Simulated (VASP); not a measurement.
Data:

```
CELL_PARAMETERS angstrom
      2.84270     0.00000     0.00000
     -1.42135     2.46185     0.00000
      0.00000     0.00000     5.60557
ATOMIC_POSITIONS crystal
  Co 0.66667 0.33333 0.97894
  Co 0.33333 0.66667 0.47894
  O  0.66667 0.33333 0.64626
  O  0.33333 0.66667 0.14626
```
Starting moments (μB, in the order of the record's atoms Co Co O O): 1.5 1.5 0.1 0.1.

These are PBEsol GGA, VASP's PBE PAW potentials (set 64) (plane waves; VASP) values and carry that method's errors. Settings: 520 eV cut-off, Gaussian smearing of 0.050 eV, potentials Co O.

The moments were started parallel, and other spin orders were not tried in this run.

### Question
Give the spin-up energies of bands 7 to 20 at the high-symmetry points, in eV from the Fermi level.

### Answer

```
band      Γ      M      K      A      L      H
----  -----  -----  -----  -----  -----  -----
7     -5.47  -6.19  -6.40  -5.76  -5.78  -5.88
8     -5.47  -5.25  -6.40  -5.76  -5.78  -5.88
9     -2.80  -3.21  -2.94  -2.03  -2.60  -2.77
10    -2.20  -2.25  -2.62  -2.03  -2.60  -2.77
11    -2.20  -2.01  -2.30  -2.03  -1.61  -2.03
12    -1.86  -1.48  -2.30  -2.03  -1.61  -2.03
13    -1.86  -1.48  -1.44  -1.68  -1.48  -1.68
14    -0.57  -1.40  -1.42  -1.68  -1.48  -1.68
15    -0.48  -1.19  -1.42   0.14  -0.96  -0.71
16    -0.48  -0.98  -0.34   0.14  -0.96  -0.71
17     0.74  -0.85  -0.34   0.14  -0.29  -0.25
18     0.74   0.52   0.18   0.14  -0.29  -0.25
19     1.44   6.25   6.62   3.19   5.99   7.71
20     6.25   6.98   8.47   3.19   5.99   7.71
```

### Question
Give the spin-down energies of bands 7 to 20 at the high-symmetry points, in eV from the Fermi level.

### Answer

```csv
band,Γ,M,K,A,L,H
7,-4.83,-5.62,-6.06,-5.09,-5.25,-5.43
8,-4.83,-4.80,-6.06,-5.09,-5.25,-5.43
9,-1.14,-1.99,-1.47,-0.92,-1.40,-1.37
10,-1.14,-1.02,-1.25,-0.92,-1.40,-1.37
11,-1.07,-0.53,-1.12,-0.92,-0.37,-0.99
12,-0.71,-0.38,-1.12,-0.92,-0.37,-0.99
13,-0.71,-0.22,-0.39,-0.20,-0.20,0.16
14,0.03,-0.15,0.31,-0.20,-0.20,0.16
15,0.78,0.38,0.31,1.42,0.68,0.32
16,0.78,0.58,1.15,1.42,0.68,0.32
17,2.04,0.71,1.21,1.42,1.04,1.34
18,2.04,1.77,1.21,1.42,1.04,1.34
19,2.65,6.65,7.14,3.67,6.46,8.21
20,6.70,7.41,8.95,3.67,6.46,8.21
```

It has no gap at this level: it comes out as a metal or semimetal.

The structure was generated: CoO was put into the wurtzite type (P6_3mc), which need not be its known phase. It was relaxed first, which changed the volume by -13 %.
